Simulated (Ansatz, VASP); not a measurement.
## Two plane-wave programs on LiTiB4

```
CELL_PARAMETERS angstrom
3.02096 0.00000 0.00000
-1.51048 2.61623 0.00000
0.00000 0.00000 6.76085
ATOMIC_POSITIONS crystal
Li 0.00000 0.00000 0.50000
Ti 0.00000 0.00000 0.00000
B 0.33333 0.66667 0.76734
B 0.66667 0.33333 0.76734
B 0.33333 0.66667 0.23266
B 0.66667 0.33333 0.23266
```

The cell was built by a generator and needn't be a form met in nature.

Alike in both runs: task relaxation of cell and atoms; functional revPBE; k mesh 7 × 7 × 3; occupations fermi-dirac, width 0.05 eV; no spin polarisation.

|  | VASP | Ansatz |
| --- | --- | --- |
| version | VASP 6.6.1 | Ansatz 0.2.0 |
| potentials or method | VASP PAW PBE potentials, release 64 (Li_sv, Ti_sv, B) | Ansatz PAW |
| plane-wave cutoff (eV) | 600 | 420 |
| valence electrons in the cell | 27 | 27 |

Ansatz gave:

| Quantity | Value |
| --- | --- |
| gap on the k mesh at the Fermi level, each at its own relaxed structure (eV) | none |
| relaxed volume (Å³/atom) | 9.05 |
| relaxed cell length with the largest relative difference (Å) | 6.800 |
| energy change over the relaxation (meV/atom) | -1 |

Problem. What did VASP give for the same quantities?

Solution. gap on the k mesh at the Fermi level, each at its own relaxed structure (eV): none; relaxed volume (Å³/atom): 9.05; relaxed cell length with the largest relative difference (Å): 6.797; energy change over the relaxation (meV/atom): -1.

A gap of «none» marks a metal or a gap that the smearing closes.

Caveats: the cutoff is under 1.25 times the usual one of these potentials, so pressure, stress and relaxed cells hold a basis-set (Pulay) error (VASP); the PAW data sets were made with another functional, which shifts forces and pressure a little (VASP); the plane-wave basis is chosen anew once the cell has moved, so the energies of steps on either side of that aren't comparable (Ansatz); the PAW data sets come from PBE, with cores solved anew for the run's functional, which leaves a small shift of forces and pressure (Ansatz).
